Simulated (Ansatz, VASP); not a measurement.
# W3N4: VASP beside Ansatz

The input INCAR:

```
SYSTEM = W3N4
PREC = Accurate
ENCUT = 520
EDIFF = 1E-6
ISMEAR = 0
SIGMA = 0.1
LREAL = .False.
LASPH = .True.
NELM = 60
ALGO = Normal
ISIF = 2
LWAVE = .False.
LCHARG = .False.
GGA = PE
NBANDS = 40
```

The input KPOINTS:

```
Automatic mesh
0
Gamma
  4 4 4
  0 0 0
```

The input POSCAR:

```
W3N4
1.0
    4.5922440400      0.0000000000      0.0000000000
    0.0000000000      4.5922440400      0.0000000000
    0.0000000000      0.0000000000      4.5922440400
W N
3 4
Direct
    0.0000000000      0.0000000000      0.5000000000
    0.0000000000      0.5000000000      0.0000000000
    0.5000000000      0.0000000000      0.0000000000
    0.2500000000      0.2500000000      0.2500000000
    0.2500000000      0.7500000000      0.7500000000
    0.7500000000      0.2500000000      0.7500000000
    0.7500000000      0.7500000000      0.2500000000
```

Input for Ansatz:

```yaml
crystal:
  lattice:
    - [4.59224404, 0.0, 0.0]
    - [0.0, 4.59224404, 0.0]
    - [0.0, 0.0, 4.59224404]
  atoms:
    - { symbol: W, position: [0.0, 0.0, 0.5] }
    - { symbol: W, position: [0.0, 0.5, 0.0] }
    - { symbol: W, position: [0.5, 0.0, 0.0] }
    - { symbol: "N", position: [0.25, 0.25, 0.25] }
    - { symbol: "N", position: [0.25, 0.75, 0.75] }
    - { symbol: "N", position: [0.75, 0.25, 0.75] }
    - { symbol: "N", position: [0.75, 0.75, 0.25] }
basis:
  ecutwfc: 420
kpoints:
  mp_grid: { grid: [4, 4, 4] }
hamiltonian:
  xc: pbe
scf:
  occupations: { method: gaussian, width: 0.1 }
  lower_state_search: "off"
output:
  forces: true
  stress: true
  eigenvalues: true
```

Change from the starting cell: ordered vacancies on the cation sites of zinc blende (P-43m, No. 215).

Alike in both runs: task single point; functional PBE; k mesh 4 × 4 × 4; occupations gaussian, width 0.1 eV; no spin polarisation.

|  | VASP | Ansatz |
| --- | --- | --- |
| version | VASP 6.6.1 | Ansatz 0.2.0 |
| potentials or method | VASP PAW PBE potentials, release 64 (W_sv, N) | scalar-relativistic, plane waves, PAW |
| plane-wave cutoff (eV) | 520 | 420 |
| valence electrons in the cell | 62 | 62 |

Ansatz gave:

```
gap on the k mesh at the Fermi level (eV) : none
pressure (GPa)                            : -7.1
rms of the force components (eV/Å)        : 0.180
```

Question: What did VASP give for the same quantities?

Answer: gap on the k mesh at the Fermi level (eV): none; pressure (GPa): -6.0; rms of the force components (eV/Å): 0.142.

A gap of «none» marks a metal or a gap that the smearing closes.

The runs have no spin-orbit coupling, so splittings on W are missing.
